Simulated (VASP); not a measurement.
Output of a VASP run:

OUTCAR:
```
 ion  position               nearest neighbor table
   1  0.000  0.000  0.000-   2 2.64   2 2.64   2 2.64   2 2.64   2 2.72   2 2.72   2 2.72   2 2.72
  LATTYP: Found a simple orthorhombic cell.
 ALAT       =     2.7274710000
 B/A-ratio  =     1.0244240910
 C/A-ratio  =     1.3481177252
 Subroutine PRICEL returns:
 Original cell was already a primitive cell.
 Subroutine GETGRP returns: Found  4 space group operations
The static configuration has the point symmetry C_2v.
The dynamic configuration has the point symmetry C_2v.
The overall configuration has the point symmetry C_2v.
 Subroutine INISYM returns: Found  4 space group operations
 Subroutine IBZKPT returns following result:
 Found    245 irreducible k-points:

 Following reciprocal coordinates:
            Coordinates               Weight
  0.000000  0.000000  0.000000      1.000000
  0.083333  0.000000  0.000000      2.000000
  0.166667  0.000000  0.000000      2.000000
  0.250000  0.000000  0.000000      2.000000
  0.333333  0.000000  0.000000      2.000000
  0.416667  0.000000  0.000000      2.000000
  0.500000  0.000000  0.000000      1.000000
  0.000000  0.083333  0.000000      2.000000
  0.083333  0.083333  0.000000      4.000000
  0.166667  0.083333  0.000000      4.000000
  0.250000  0.083333  0.000000      4.000000
  0.333333  0.083333  0.000000      4.000000
  0.416667  0.083333  0.000000      4.000000
  0.500000  0.083333  0.000000      2.000000
  0.000000  0.166667  0.000000      2.000000
  0.083333  0.166667  0.000000      4.000000
  0.166667  0.166667  0.000000      4.000000
  0.250000  0.166667  0.000000      4.000000
  0.333333  0.166667  0.000000      4.000000
  0.416667  0.166667  0.000000      4.000000
  0.500000  0.166667  0.000000      2.000000
  0.000000  0.250000  0.000000      2.000000
  0.083333  0.250000  0.000000      4.000000
  0.166667  0.250000  0.000000      4.000000
  0.250000  0.250000  0.000000      4.000000
  0.333333  0.250000  0.000000      4.000000
  0.416667  0.250000  0.000000      4.000000
  0.500000  0.250000  0.000000      2.000000
  0.000000  0.333333  0.000000      2.000000
  0.083333  0.333333  0.000000      4.000000
  0.166667  0.333333  0.000000      4.000000
  0.250000  0.333333  0.000000      4.000000
  0.333333  0.333333  0.000000      4.000000
  0.416667  0.333333  0.000000      4.000000
  0.500000  0.333333  0.000000      2.000000
  0.000000  0.416667  0.000000      2.000000
  0.083333  0.416667  0.000000      4.000000
  0.166667  0.416667  0.000000      4.000000
  0.250000  0.416667  0.000000      4.000000
  0.333333  0.416667  0.000000      4.000000
   k-points           NKPTS =    245   k-points in BZ     NKDIM =    245   number of bands    NBANDS=     16
   number of dos      NEDOS =    301   number of ions     NIONS =      2
   total plane-waves  NPLWV =   7776
   dimension x,y,z NGX =    18 NGY =   18 NGZ =   24
   dimension x,y,z NGXF=    36 NGYF=   36 NGZF=   48
   ions per type =               1   1
   PREC   = accura    normal or accurate (medium, high low for compatibility)
   ISTART =      0    job   : 0-new  1-cont  2-samecut
   ICHARG =      2    charge: 1-file 2-atom 10-const
   ISPIN  =      2    spin polarized calculation?
   LNONCOLLINEAR =      F non collinear calculations
   LSORBIT =      F    spin-orbit coupling
   INIWAV =      1    electr: 0-lowe 1-rand  2-diag
   ENCUT  =  400.0 eV  29.40 Ry    5.42 a.u.   4.45  4.56  6.00*2*pi/ulx,y,z
   NELM   =    100;   NELMIN=  2; NELMDL= -5     # of ELM steps
   EDIFF  = 0.1E-05   stopping-criterion for ELM
   LREAL  =      F    real-space projection
   NLSPLINE    = F    spline interpolate recip. space projectors
   LMAXMIX     =    6 max onsite mixed and CHGCAR
   VOSKOWN=      0    Vosko Wilk Nusair interpolation
   EDIFFG = 0.1E-04   stopping-criterion for IOM
   NSW    =      0    number of steps for IOM
...
```

OSZICAR:
```
       N       E                     dE             d eps       ncg     rms          rms(c)
DAV:   1     0.742351964792E+02    0.74235E+02   -0.75765E+03 16552   0.102E+03
DAV:   2    -0.139287168663E+02   -0.88164E+02   -0.78250E+02 16096   0.215E+02
DAV:   3    -0.160649927787E+02   -0.21363E+01   -0.21168E+01 20560   0.409E+01
DAV:   4    -0.160866322446E+02   -0.21639E-01   -0.21634E-01 17744   0.352E+00
DAV:   5    -0.160872966061E+02   -0.66436E-03   -0.66435E-03 21752   0.680E-01    0.171E+01
DAV:   6    -0.182184157322E+02   -0.21311E+01   -0.17463E+01 17608   0.864E+01    0.282E+01
DAV:   7    -0.148208419313E+02    0.33976E+01   -0.85504E+00 20016   0.756E+01    0.719E+00
DAV:   8    -0.148136226651E+02    0.72193E-02   -0.53049E-01 19104   0.899E+00    0.351E+00
DAV:   9    -0.147915397552E+02    0.22083E-01   -0.27010E-02 21120   0.272E+00    0.201E+00
DAV:  10    -0.147755963209E+02    0.15943E-01   -0.28465E-02 22040   0.361E+00    0.446E-01
DAV:  11    -0.147755083710E+02    0.87950E-04   -0.24043E-03 20128   0.577E-01    0.212E-01
DAV:  12    -0.147755068187E+02    0.15523E-05   -0.89214E-05 20864   0.126E-01    0.890E-02
DAV:  13    -0.147755017484E+02    0.50703E-05   -0.15074E-05 20536   0.598E-02    0.262E-02
DAV:  14    -0.147754987386E+02    0.30099E-05   -0.55564E-06 18408   0.411E-02    0.115E-02
DAV:  15    -0.147754981914E+02    0.54717E-06   -0.84663E-07  9512   0.136E-02
   1 F= -.14775498E+02 E0= -.14775242E+02  d E =-.768924E-03  mag=     3.3484
```

File OUTCAR:
```
------------------------ aborting loop because EDIFF is reached ----------------------------------------
  FORCE on cell =-STRESS in cart. coord.  units (eV):
  Direction    XX          YY          ZZ          XY          YZ          ZX
  --------------------------------------------------------------------------------------
  Total        0.2876500     -0.7339518      0.5495276      0.0000000      0.0000000      0.0000000
  in kB       16.4470100    -41.9652780     31.4204268      0.0000000      0.0000000      0.0000000
  external PRESSURE =       1.9673863 kB  Pullay stress =       0.0000000 kB
  volume of cell :       28.02
      direct lattice vectors                 reciprocal lattice vectors
     2.727471000  0.000000000  0.000000000     0.366640012  0.000000000  0.000000000
     0.000000000  2.794087000  0.000000000     0.000000000  0.357898662  0.000000000
     0.000000000  0.000000000  3.676952000     0.000000000  0.000000000  0.271964388
 POSITION                                       TOTAL-FORCE (eV/Angst)
 -----------------------------------------------------------------------------------
      0.00000      0.00000      0.00000         0.319892      0.000000      0.000000
      1.44081      1.39704      1.83848        -0.319892      0.000000      0.000000
 -----------------------------------------------------------------------------------
    total drift:                               -0.000069      0.000000     -0.000000
  FREE ENERGIE OF THE ION-ELECTRON SYSTEM (eV)
  ---------------------------------------------------
  free  energy   TOTEN  =       -14.7754981914 eV

  energy  without entropy=      -14.7747292673  energy(sigma->0) =      -14.77524188

 total charge

# of ion       s       p       d       tot
------------------------------------------
    1        0.408   0.444   6.110   6.961
    2        0.706   0.642   8.048   9.397
--------------------------------------------------
tot          1.114   1.086  14.158  16.358

 magnetization (x)

# of ion       s       p       d       tot
------------------------------------------
    1        0.007  -0.006   2.965   2.966
    2       -0.026  -0.064   0.449   0.359
--------------------------------------------------
tot         -0.019  -0.070   3.414   3.325
```
(Selected blocks of OUTCAR.)

File POSCAR:
```
FePt
1
    2.7274710000     0.0000000000     0.0000000000
    0.0000000000     2.7940870000     0.0000000000
    0.0000000000     0.0000000000     3.6769520000
Fe Pt
1 1
Direct
  0.0000000000   0.0000000000   0.0000000000
  0.5282590000   0.5000000000   0.5000000000
```

Question: Write an INCAR and KPOINTS that could have produced this output.

Answer: One answer among several that fit: the input of the run itself, PBE GGA, plane waves, VASP's PBE PAW potentials (set 64).

### INCAR
```
SYSTEM = FePt
PREC = Accurate
ENCUT = 400
EDIFF = 1E-6
NELM = 100
ALGO = Normal
LREAL = .FALSE.
LASPH = .TRUE.
ISMEAR = 1
SIGMA = 0.1
GGA = PE
LMAXMIX = 6
ISPIN = 2
MAGMOM = 5.0 0.0
LORBIT = 10
LWAVE = .FALSE.
LCHARG = .FALSE.
ISIF = 2
```

### KPOINTS
```
kpoints
0
G
  12 12 9
0 0 0
```

POTCAR, in this order: Fe Pt (PBE.64 set). Program: vasp_std.

The compound is FePt in the L1_0 structure. The cell was not relaxed at this level, atoms are displaced from their ideal sites. The run is one of a series of settings (MAGMOM = 5.0 0.0 against the base run), some of them coarse on purpose.
